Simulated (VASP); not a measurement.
The input files of a VASP run:

File POSCAR:
```
H
1
   -0.8945909939     0.8945909939     0.8945909939
    0.8945909939    -0.8945909939     0.8945909939
    0.8945909939     0.8945909939    -0.8945909939
H
1
Direct
  0.0000000000   0.0000000000   0.0000000000
```

KPOINTS:
```
Automatic mesh
0
gamma
  32 32 32
0 0 0
```

INCAR:
```
LWAVE  =  .FALSE.
NEDOS  =  601   ! DOS grid
PREC  =  Accurate
ISMEAR  =  -5   ! tetrahedra, Bloechl
LCHARG  =  .TRUE.
LREAL  =  .FALSE.   ! projection in real space or not
SYSTEM  =  H
ALGO  =  Normal   ! blocked Davidson
GGA  =  PS   ! PBEsol
LASPH  =  .TRUE.   ! aspherical one-centre terms
NELM  =  100   ! most electronic steps
LORBIT  =  11
ISIF  =  2   ! forces and stress, cell fixed
ENCUT  =  400   ! plane-wave cut-off (eV)
EDIFF  =  1E-7   ! SCF stop (eV)
```

POTCAR, in this order: H (PBE.64 set). Program: vasp_std.

Translate this PBEsol calculation to Ansatz.

One equivalent input (not run):
Ansatz 0.2 input:
```yaml
crystal:
  lattice:
    - [-0.8945910, 0.8945910, 0.8945910]
    - [0.8945910, -0.8945910, 0.8945910]
    - [0.8945910, 0.8945910, -0.8945910]
  atoms:
    - { symbol: H, position: [0.0000000, 0.0000000, 0.0000000] }
kpoints:
  mp_grid: { grid: [32, 32, 32] }
hamiltonian:
  xc: pbesol
  pseudopotentials: { kind: paw }
scf:
  occupations: { method: tetrahedron }
  max_iter: 100
output: { forces: true, stress: true, eigenvalues: true }
```
The two are equivalent in intent, not identical: each code has its own PAW files, so the cut-off isn't converted (ENCUT is set for VASP's; basis.ecutwfc is left out, and Ansatz then takes the one that its files recommend); Ansatz stops its SCF on the density residual and VASP on the energy change (EDIFF).

The structure was generated: H was put into the bcc type (Im-3m), which need not be its known phase. It was relaxed first.
